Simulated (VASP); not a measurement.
Input:

```
CELL_PARAMETERS angstrom
      0.00000     2.64666     2.64666
      2.64666     0.00000     2.64666
      2.64666     2.64666     0.00000
ATOMIC_POSITIONS crystal
  Mg 0.00000 0.00000 0.00000
  S  0.50000 0.50000 0.50000
```

Calculation: r2SCAN meta-GGA, VASP's PBE PAW potentials (set 64) (plane waves; VASP). Numerical set-up: 520 eV cut-off, 9×9×9 Γ-centred mesh, Gaussian smearing of 0.050 eV, potentials Mg S.

Question: Predict the energy per atom (σ→0), pressure.

Answer: 
```yaml
energy per atom (σ→0): -7.742 eV/atom
pressure: -4.14 GPa
```

The compound is MgS in the rock salt structure. This cell is one point of a volume scan, at 1.06 of the reference volume.
